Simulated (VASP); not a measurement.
A convergence study with VASP on Cu (fcc): a few settings are varied, all else stays as given below, so the limit is that of these other settings. The cell's lengths are 1 % over those of the tabulated start, so it is off equilibrium.

```
Cu
1.0
    0.00000     1.82305     1.82305
    1.82305     0.00000     1.82305
    1.82305     1.82305     0.00000
Cu
1
Cartesian
  0.00000   0.00000   0.00000
```

Calculation: LDA (Ceperley-Alder, Perdew-Zunger), VASP's LDA PAW potentials (set 64) (plane waves; VASP 6.6.1). The last row used: ADDGRID = .TRUE., 500 eV cut-off, 19×19×19 Γ-centred mesh, first-order Methfessel-Paxton smearing of 0.10 eV, potentials Cu.

| setting | E (eV/atom) | pressure (GPa) | plane waves |
|---|---|---|---|
| ADDGRID = unset, ENCUT = 200, PREC = Low | -2.5951 | -329.82 | 84 |
| ADDGRID = unset, ENCUT = 200, PREC = Normal | -2.5944 | -329.67 | 84 |
| ADDGRID = .TRUE., ENCUT = 200, PREC = Normal | -2.5946 | -329.59 | 84 |
| ADDGRID = .TRUE., ENCUT = 200, PREC = Accurate | -2.5925 | -329.55 | 84 |
| ADDGRID = unset, ENCUT = 300, PREC = Low | -4.6489 | -17.86 | 153 |
| ADDGRID = unset, ENCUT = 300, PREC = Normal | -4.6482 | -17.56 | 153 |
| ADDGRID = .TRUE., ENCUT = 300, PREC = Normal | -4.6483 | -17.61 | 153 |
| ADDGRID = .TRUE., ENCUT = 300, PREC = Accurate | -4.6483 | -17.63 | 153 |
| ADDGRID = unset, ENCUT = 400, PREC = Low | -4.6491 | -15.75 | 229 |
| ADDGRID = unset, ENCUT = 400, PREC = Normal | -4.6485 | -15.47 | 229 |
| ADDGRID = .TRUE., ENCUT = 400, PREC = Normal | -4.6485 | -15.52 | 229 |
| ADDGRID = .TRUE., ENCUT = 400, PREC = Accurate | -4.6485 | -15.52 | 229 |
| ADDGRID = unset, ENCUT = 500, PREC = Low | -4.6463 | -15.14 | 331 |
| ADDGRID = unset, ENCUT = 500, PREC = Normal | -4.6457 | -14.86 | 331 |
| ADDGRID = .TRUE., ENCUT = 500, PREC = Normal | -4.6457 | -14.91 | 331 |
| ADDGRID = .TRUE., ENCUT = 500, PREC = Accurate | -4.6457 | -14.91 | 331 |

Left out are rungs that failed or repeat a setting and relaxations that didn't move; long series are thinned to 24 rows.

The compound is Cu in the fcc structure. The cell was not relaxed at this level.
